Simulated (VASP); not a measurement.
Data:

```xyz
2
Lattice="0.0000 2.7082 2.7082 2.7082 0.0000 2.7082 2.7082 2.7082 0.0000" Properties=species:S:1:pos:R:3 pbc="T T T"
Ag     0.0000     0.0000     0.0000
Cl     2.7082     2.7082     2.7082
```

The numbers are results of vdW-DF-cx, VASP's PBE PAW potentials (set 64) (plane waves; VASP), not measurements. Numerical set-up: 520 eV cut-off, 8×8×8 Γ-centred mesh, Gaussian smearing of 0.050 eV, potentials Ag Cl.

Q: The job: AgCl (rock salt), 2 atoms, vdW-DF-cx, static run, 520 eV, 8×8×8 Γ-centred mesh. Roughly how much core time does it take on a busy server core?

A: About 20 core-seconds (one run on a shared machine, a rough figure). It had 29 irreducible k-points, 13 bands, up to 1090 plane waves and 12 electronic steps.

The compound is AgCl in the rock salt structure. This cell is one point of a volume scan, at 0.97 of the reference volume.
